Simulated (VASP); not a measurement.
These are PBE GGA, VASP's PBE PAW potentials (set 64) (plane waves; VASP) values and carry that method's errors.

VASP ran on this input.

### INCAR
```
SYSTEM = CdF2
PREC = Accurate; ENCUT = 520; LREAL = .FALSE.
LASPH = .TRUE.; ICHARG = 11
EDIFF = 1E-6; NELM = 100; ALGO = Normal
LMAXMIX = 4
ISMEAR = 0; SIGMA = 0.05
GGA = PE
LWAVE = .FALSE.; LCHARG = .FALSE.
```

File POSCAR:
```
CdF2
3.883950
  0.0000000000   0.7071068340   0.7071068340
  0.7071068340   0.0000000000   0.7071068340
  0.7071068340   0.7071068340   0.0000000000
Cd F
1 2
direct
  0.0000000000   0.0000000000   1.0000000000
  0.2500000000   0.2500000000   0.2500000000
  0.7500000000   0.7500000000   0.7500000000
```

KPOINTS:
```
k-points along high-symmetry lines
15
Line-mode
Reciprocal
  0.000000   0.000000   0.000000 ! GAMMA
  0.500000   0.000000   0.500000 ! X

  0.500000   0.000000   0.500000 ! X
  0.625000   0.250000   0.625000 ! U

  0.375000   0.375000   0.750000 ! K
  0.000000   0.000000   0.000000 ! GAMMA

  0.000000   0.000000   0.000000 ! GAMMA
  0.500000   0.500000   0.500000 ! L

  0.500000   0.500000   0.500000 ! L
  0.500000   0.250000   0.750000 ! W

  0.500000   0.250000   0.750000 ! W
  0.500000   0.000000   0.500000 ! X
```

POTCAR, in this order: Cd F (PBE.64 set). Program: vasp_std. Read from the step before: CHGCAR.

The run wrote:

### OSZICAR
```
       N       E                     dE             d eps       ncg     rms          rms(c)
DAV:   1     0.197777164149E+03    0.19778E+03   -0.15685E+04  3148   0.154E+03
DAV:   2    -0.206431150614E+01   -0.19984E+03   -0.19522E+03  3611   0.381E+02
DAV:   3    -0.103832179349E+02   -0.83189E+01   -0.83026E+01  3252   0.859E+01
DAV:   4    -0.104264866593E+02   -0.43269E-01   -0.43262E-01  3484   0.614E+00
DAV:   5    -0.104266598638E+02   -0.17320E-03   -0.17320E-03  3279   0.348E-01
DAV:   6    -0.104266607830E+02   -0.91920E-06   -0.91924E-06  3455   0.253E-02
   1 F= -.10426661E+02 E0= -.10426661E+02  d E =-.437459E-11
```

### OUTCAR
```
 val. band max:       -1.7269600451   @ k =   0.5000   0.2500   0.7500

 cond. band min:       1.1368545886   @ k =   0.0000   0.0000   0.0000



 k-point     1 :       0.0000    0.0000    0.0000
  band No.  band energies     occupation
      1     -22.2304      2.00000
      2     -21.2758      2.00000
      3      -7.1945      2.00000
      4      -7.1945      2.00000
      5      -7.1945      2.00000
      6      -6.2234      2.00000
      7      -6.2234      2.00000
      8      -2.5618      2.00000
      9      -2.5618      2.00000
     10      -2.5618      2.00000
     11      -2.2916      2.00000
     12      -2.2916      2.00000
     13      -2.2916      2.00000
     14       1.1369      0.00000
     15      10.6917      0.00000
     16      10.6917      0.00000
     17      10.6917      0.00000

 k-point     2 :       0.0357    0.0000    0.0357
  band No.  band energies     occupation
      1     -22.2251      2.00000
      2     -21.2799      2.00000
      3      -7.1882      2.00000
      4      -7.1882      2.00000
      5      -7.1797      2.00000
      6      -6.2280      2.00000
      7      -6.2221      2.00000
      8      -2.6174      2.00000
      9      -2.5889      2.00000
     10      -2.5889      2.00000
     11      -2.2900      2.00000
     12      -2.2792      2.00000
     13      -2.2792      2.00000
     14       1.2034      0.00000
     15      10.6019      0.00000
     16      10.7119      0.00000
     17      10.7119      0.00000

 k-point     3 :       0.0714    0.0000    0.0714
  band No.  band energies     occupation
      1     -22.2106      2.00000
      2     -21.2922      2.00000
      3      -7.1693      2.00000
      4      -7.1693      2.00000
      5      -7.1360      2.00000
      6      -6.2422      2.00000
      7      -6.2186      2.00000
      8      -2.7711      2.00000
      9      -2.6626      2.00000
     10      -2.6625      2.00000
     11      -2.2854      2.00000
     12      -2.2494      2.00000
...
```

The density is held fixed in this step, so its total energy and stress have no physical meaning.

The compound is CdF2 in the fluorite structure. It was relaxed first, which changed the volume by +6 %.
